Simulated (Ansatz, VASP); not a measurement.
# Ga2O3: VASP beside Ansatz, part 2 of 2

Wanted: the spread between two codes on one cell, functional and k mesh. The cell is taken from a series of runs on this material, whose earlier steps may have relaxed, scaled, displaced or heated it; both programs get it as it stands.

VASP 6.6.1 and Ansatz 0.2.0.

So far. Step 3 (VASP: single point, LDA, pair 1): The run ends at a pressure of 5.01 GPa, with forces up to 0.100 eV/Å.

**5. Ansatz: single point, LDA, pair 2**

Level of this step: Ansatz beside VASP: Kohn-Sham DFT, plane waves, LDA (Ansatz).

With cell and atoms fixed, the geometry can't cause a difference; cores, projectors, grids and the points listed under the comparison can. The cell compared in this pair holds 104.42 Å³, against 100.25 Å³ for the pair before.

The cell is taken from a series of runs on this material, whose earlier steps may have relaxed, scaled, displaced or heated it; both programs get it as it stands.

input.yaml reads:

```yaml
crystal:
  lattice:
    - [6.107, -1.51855, 0.0]
    - [6.107, 1.51855, 0.0]
    - [-1.3859889, 0.0, 5.63000874]
  atoms:
    - { symbol: Ga, position: [0.0907257161, 0.0907257161, 0.7949827243] }
    - { symbol: Ga, position: [0.9092742839, 0.9092742839, 0.2050172757] }
    - { symbol: Ga, position: [0.6588354858, 0.6588354858, 0.3142837562] }
    - { symbol: Ga, position: [0.3411645142, 0.3411645142, 0.6857162438] }
    - { symbol: O, position: [0.1649755202, 0.1649755202, 0.1092149221] }
    - { symbol: O, position: [0.8350244798, 0.8350244798, 0.8907850779] }
    - { symbol: O, position: [0.1730977481, 0.1730977481, 0.5628885815] }
    - { symbol: O, position: [0.8269022519, 0.8269022519, 0.4371114185] }
    - { symbol: O, position: [0.4962434269, 0.4962434269, 0.2557091363] }
    - { symbol: O, position: [0.5037565731, 0.5037565731, 0.7442908637] }
kpoints:
  mp_grid: { grid: [4, 4, 2] }
hamiltonian:
  xc: lda
  pseudopotentials: { kind: paw, source: ansatz, frozen_core: stored }
scf:
  occupations: { method: fixed }
  lower_state_search: "off"
  convergence: { dr2_threshold: 1.0e-09 }
output:
  embedding: [{ level: hf }]
basis:
  ecutwfc: 1000
```

Command:

```sh
> ansatz run input.yaml --threads 16 --pin off --max-ram 73728MiB --backend cpu --events-out ev --progress --plain --runs-dir out
```

The log of the run:

```text
[...]
Crystal: 10 atoms, lattice volume = 104.423 Å³
Basis set: ecut = 1000 eV, 7501 PW (Γ), FFT grids on a1−a2, a2, a3
Bands: 72, of which v1, the nominal top of the filled ones, is band 60 counted from 1 (59 counted from 0)
Symmetry: 4 space group operations
[...]
k-points: 14 of 32
[...]
k-point 2: bands = [... 56 lower, 7.9958, 8.3144, 8.5472, 9.0384, 13.7153, 15.2067, 15.8616, 16.8869, ... 8 higher]
  k-point 13: bands = [... 56 lower, 8.4099, 8.4540, 8.4765, 9.0723, 14.1657, 14.2774, 15.1952, 15.4681, ... 8 higher]
[...]
hf on the whole cell: 60 occupied orbitals
[...]
E of the run      =    -36687.811282 eV
  E with the levels =    -36858.305478 eV; the forces and the stress are the run's own
[key lines of the parts left out:]
SCF converged after 12 iterations
Free energy (F): -36687.811282 eV
Fermi energy:    9.072338 eV
```

**6. VASP: single point, LDA, pair 2**

The same cell, functional (in two slightly different forms) and mesh now go to VASP, with its own data sets.

INCAR reads:

```
SYSTEM = Ga2O3
PREC = Accurate
ENCUT = 520
EDIFF = 1E-06
NELM = 120
ISMEAR = 0
SIGMA = 0.01
LREAL = .FALSE.
ALGO = Normal
GGA = PW92
NBANDS = 54
LORBIT = 11
LWAVE = .FALSE.
LCHARG = .FALSE.
ISIF = 2
LASPH = .TRUE.
GGA_COMPAT = .FALSE.
EFERMI = MIDGAP
KPAR = 2
```

POSCAR reads:

```
Ga2O3
1.0
    6.1070000000     -1.5185500000      0.0000000000
    6.1070000000      1.5185500000      0.0000000000
   -1.3859889000      0.0000000000      5.6300087400
Ga O
4 6
Direct
    0.0907257161      0.0907257161      0.7949827243
    0.9092742839      0.9092742839      0.2050172757
    0.6588354858      0.6588354858      0.3142837562
    0.3411645142      0.3411645142      0.6857162438
    0.1649755202      0.1649755202      0.1092149221
    0.8350244798      0.8350244798      0.8907850779
    0.1730977481      0.1730977481      0.5628885815
    0.8269022519      0.8269022519      0.4371114185
    0.4962434269      0.4962434269      0.2557091363
    0.5037565731      0.5037565731      0.7442908637
```

KPOINTS reads:

```
Automatic mesh
0
Gamma
4 4 2
0 0 0
```

Potentials, in the order of the species: Ga_d and O (LDA family, release 64).

Command:

```sh
> mpirun -np 2 vasp_std
```

The log of the run:

```text
[banner, memory and clock lines left out]
running    2 mpi-ranks, on    1 nodes
[...]
[... a notice as in an earlier step ...]

 LDA part: xc-table for (Slater(with rela. corr.)+PW92), standard interpolation
 POSCAR, INCAR and KPOINTS ok, starting setup
[...]
entering main loop
       N       E                     dE             d eps       ncg     rms          rms(c)
DAV:   1     0.120897643313E+04    0.12090E+04   -0.40227E+04  1750   0.298E+03
DAV:   2     0.190147682263E+03   -0.10188E+04   -0.96429E+03  1560   0.817E+02
DAV:   3    -0.566593273099E+02   -0.24681E+03   -0.23954E+03  1772   0.262E+02
DAV:   4    -0.765541811899E+02   -0.19895E+02   -0.19674E+02  1824   0.807E+01
[...]
DAV:  13    -0.682239842310E+02   -0.33910E-05   -0.11839E-04  2114   0.890E-02    0.513E-03
DAV:  14    -0.682239856804E+02   -0.14494E-05   -0.17714E-05  1936   0.538E-02    0.701E-03
DAV:  15    -0.682239850993E+02    0.58111E-06   -0.17395E-06  1078   0.212E-02
   1 F= -.68223985E+02 E0= -.68223985E+02  d E =0.000000E+00
```

OUTCAR, selected parts (step 6):

```text
  Total       -1.8503031     -1.7784312     -1.7892424      0.0000000      0.0000000     -0.0010041
  in kB      -28.3894760    -27.2867341    -27.4526133      0.0000000      0.0000000     -0.0154056
  external PRESSURE =     -27.7096078 kB  Pullay stress =       0.0000000 kB

 POSITION                                       TOTAL-FORCE (eV/Angst)
 -----------------------------------------------------------------------------------
      0.00629      0.00000      4.47576        -0.050091      0.000000      0.008135
     10.82172      0.00000      1.15425         0.050091      0.000000     -0.008135
      7.61142      0.00000      1.76942        -0.021000      0.000000     -0.019447
      3.21659      0.00000      3.86059         0.021000      0.000000      0.019447
      1.86364      0.00000      0.61488        -0.029557      0.000000      0.065081
      8.96437      0.00000      5.01513         0.029557      0.000000     -0.065081
      1.33406      0.00000      3.16907         0.091358      0.000000     -0.047608
      9.49395      0.00000      2.46094        -0.091358      0.000000      0.047608
      5.70671      0.00000      1.43964        -0.004732      0.000000      0.011035
      5.12130      0.00000      4.19036         0.004732      0.000000     -0.011035
 -----------------------------------------------------------------------------------
    total drift:                                0.000000      0.000000     -0.000000

  FREE ENERGIE OF THE ION-ELECTRON SYSTEM (eV)
  ---------------------------------------------------
  free  energy   TOTEN  =       -68.2239850993 eV

  energy  without entropy=      -68.2239850993  energy(sigma->0) =      -68.22398510

[... 1 part as in an earlier step ...]

[... 2 further parts left out ...]
[key lines of the parts left out:]
E-fermi :   4.7912
```

The run ends at a pressure of -2.77 GPa, with forces up to 0.10 eV/Å.

**7. Differences**

What differs besides the data sets and the points named for the pairs above, as far as they apply: the data sets hold 120 valence electrons in Ansatz (on PAW files that the input asks for by source) and 88 in VASP. Total energies have different zeros and are not compared.

Compared:

| quantity | Ansatz | VASP | difference |
| --- | --- | --- | --- |
| gap on the k mesh (eV) | 2.323 | 2.328 | -0.005 |

A gap on the mesh is an upper bound, since the band edges may lie between its points.

**8. VASP: single point, LDA, pair 3**

With cell and atoms fixed, the geometry can't cause a difference; cores, projectors, grids and the points listed under the comparison can. The cell compared in this pair holds 108.60 Å³, against 104.42 Å³ for the pair before.

INCAR is that of step 6.

POSCAR reads:

```
Ga2O3
1.0
    6.1873644791     -1.5385332127      0.0000000000
    6.1873644791      1.5385332127      0.0000000000
   -1.4042276876      0.0000000000      5.7040962985
Ga O
4 6
Direct
    0.0899204557      0.0899204557      0.7946966823
    0.9100795443      0.9100795443      0.2053033177
    0.6581925857      0.6581925857      0.3147343319
    0.3418074143      0.3418074143      0.6852656681
    0.1609139878      0.1609139878      0.1098514789
    0.8390860122      0.8390860122      0.8901485211
    0.1740945944      0.1740945944      0.5659037812
    0.8259054056      0.8259054056      0.4340962188
    0.4955746879      0.4955746879      0.2575498569
    0.5044253121      0.5044253121      0.7424501431
```

KPOINTS is that of step 6.

Command:

```sh
> mpirun -np 2 vasp_std
```

The log of the run:

```text
[... set-up lines as in an earlier step ...]
 entering main loop
       N       E                     dE             d eps       ncg     rms          rms(c)
DAV:   1     0.120505928166E+04    0.12051E+04   -0.40390E+04  1782   0.296E+03
DAV:   2     0.192958372848E+03   -0.10121E+04   -0.95779E+03  1560   0.816E+02
DAV:   3    -0.561225476097E+02   -0.24908E+03   -0.24222E+03  1780   0.260E+02
DAV:   4    -0.763961582189E+02   -0.20274E+02   -0.20048E+02  1888   0.805E+01
[...]
DAV:  13    -0.680780770112E+02   -0.21040E-05   -0.11237E-04  2094   0.861E-02    0.497E-03
DAV:  14    -0.680780787439E+02   -0.17326E-05   -0.16211E-05  1888   0.474E-02    0.715E-03
DAV:  15    -0.680780781504E+02    0.59343E-06   -0.20142E-06  1064   0.155E-02
   1 F= -.68078078E+02 E0= -.68078078E+02  d E =0.000000E+00
```

Parts of OUTCAR (step 8):

```text
  Total       -5.8845666     -6.3042958     -6.4069465      0.0000000      0.0000000     -0.0263215
  in kB      -86.8151749    -93.0074514    -94.5218595      0.0000000      0.0000000     -0.3883217
  external PRESSURE =     -91.4481619 kB  Pullay stress =       0.0000000 kB

 POSITION                                       TOTAL-FORCE (eV/Angst)
 -----------------------------------------------------------------------------------
     -0.00319      0.00000      4.53303        -0.053425      0.000000      0.011486
     10.97370      0.00000      1.17107         0.053425      0.000000     -0.011486
      7.70300      0.00000      1.79527        -0.020112      0.000000     -0.020315
      3.26751      0.00000      3.90882         0.020112      0.000000      0.020315
      1.83701      0.00000      0.62660        -0.047211      0.000000      0.065073
      9.13349      0.00000      5.07749         0.047211      0.000000     -0.065073
      1.35972      0.00000      3.22797         0.092636      0.000000     -0.048831
      9.61079      0.00000      2.47613        -0.092636      0.000000      0.048831
      5.77094      0.00000      1.46909        -0.009611      0.000000      0.004909
      5.19956      0.00000      4.23501         0.009611      0.000000     -0.004909
 -----------------------------------------------------------------------------------
    total drift:                                0.000000     -0.000000     -0.000000

  FREE ENERGIE OF THE ION-ELECTRON SYSTEM (eV)
  ---------------------------------------------------
  free  energy   TOTEN  =       -68.0780781504 eV

  energy  without entropy=      -68.0780781504  energy(sigma->0) =      -68.07807815

[... 1 part as in an earlier step ...]

[... 2 further parts left out ...]
[key lines of the parts left out:]
E-fermi :   4.2473
```

The run ends at a pressure of -9.14 GPa, with forces up to 0.10 eV/Å.

**9. Ansatz: single point, LDA, pair 3**

The same cell, functional (in two slightly different forms) and mesh now go to Ansatz.

The cell is taken from a series of runs on this material, whose earlier steps may have relaxed, scaled, displaced or heated it; both programs get it as it stands.

input.yaml, the sections that differ from step 5:

```yaml
crystal:
  lattice:
    - [6.1873644791, -1.5385332127, 0.0]
    - [6.1873644791, 1.5385332127, 0.0]
    - [-1.4042276876, 0.0, 5.7040962985]
  atoms:
    - { symbol: Ga, position: [0.0899204557, 0.0899204557, 0.7946966823] }
    - { symbol: Ga, position: [0.9100795443, 0.9100795443, 0.2053033177] }
    - { symbol: Ga, position: [0.6581925857, 0.6581925857, 0.3147343319] }
    - { symbol: Ga, position: [0.3418074143, 0.3418074143, 0.6852656681] }
    - { symbol: O, position: [0.1609139878, 0.1609139878, 0.1098514789] }
    - { symbol: O, position: [0.8390860122, 0.8390860122, 0.8901485211] }
    - { symbol: O, position: [0.1740945944, 0.1740945944, 0.5659037812] }
    - { symbol: O, position: [0.8259054056, 0.8259054056, 0.4340962188] }
    - { symbol: O, position: [0.4955746879, 0.4955746879, 0.2575498569] }
    - { symbol: O, position: [0.5044253121, 0.5044253121, 0.7424501431] }
# kpoints, hamiltonian, scf, output, basis: as in step 5
```

Command:

```sh
> ansatz run input.yaml --threads 16 --pin off --max-ram 73728MiB --backend cpu --events-out ev --progress --plain --runs-dir out
```

The log of the run:

```text
[...]
Crystal: 10 atoms, lattice volume = 108.600 Å³
Basis set: ecut = 1000 eV, 7757 PW (Γ), FFT grids on a1−a2, a2, a3
Bands: 72, of which v1, the nominal top of the filled ones, is band 60 counted from 1 (59 counted from 0)
Symmetry: 4 space group operations
[...]
k-points: 14 of 32
[...]
k-point 2: bands = [... 56 lower, 7.4323, 7.7816, 7.9758, 8.4428, 12.8044, 14.3745, 14.8813, 15.9620, ... 8 higher]
  k-point 13: bands = [... 56 lower, 7.8148, 7.8509, 7.8717, 8.4785, 13.2274, 13.4344, 14.2523, 14.5443, ... 8 higher]
[...]
hf on the whole cell: 60 occupied orbitals
[...]
E of the run      =    -36687.636185 eV
  E with the levels =    -36858.103807 eV; the forces and the stress are the run's own
[key lines of the parts left out:]
SCF converged after 12 iterations
Free energy (F): -36687.636185 eV
Fermi energy:    8.478519 eV
```

**10. Comparison**

What differs besides the data sets and the points named for the pairs above, as far as they apply: the data sets hold 120 valence electrons in Ansatz (on PAW files that the input asks for by source) and 88 in VASP. Total energies have different zeros and are not compared.

The two programs side by side:

| quantity | Ansatz | VASP | difference |
| --- | --- | --- | --- |
| gap on the k mesh (eV) | 2.007 | 2.013 | -0.005 |

A gap on the mesh is an upper bound, since the band edges may lie between its points.

**11. What came out**

| Item | Value |
| --- | --- |
| difference in gap on the k mesh (single point, LDA, pair 1) | -0.0066 eV |
| difference in gap on the k mesh (single point, LDA, pair 2) | -0.0048 eV |
| difference in gap on the k mesh (single point, LDA, pair 3) | -0.0055 eV |

What this shows: The difference in gap on the k mesh is -0.0066 eV (single point, LDA, pair 1), within the 0.08 eV picked in this series as the mark of a large difference. The data sets hold unlike numbers of valence electrons (120 in Ansatz and 88 in VASP), so part of the differences comes from the potentials. 5 further runs of this series are not shown here. How closely two codes agree says nothing of how well the functional describes the real material.

[Lines on the potential files, build, host, timing and source positions are cut from VASP's logs without a mark.]

[Logs are printed without paths, hosts, clocks, repeated set-up lines and the standing remarks that a program may print on its own settings, such as how far it seeks lower states.]

[Hosts, paths, dates, database ids (printed as entryN), source tags and the programs' standing remarks are cut or masked in the printed files.]
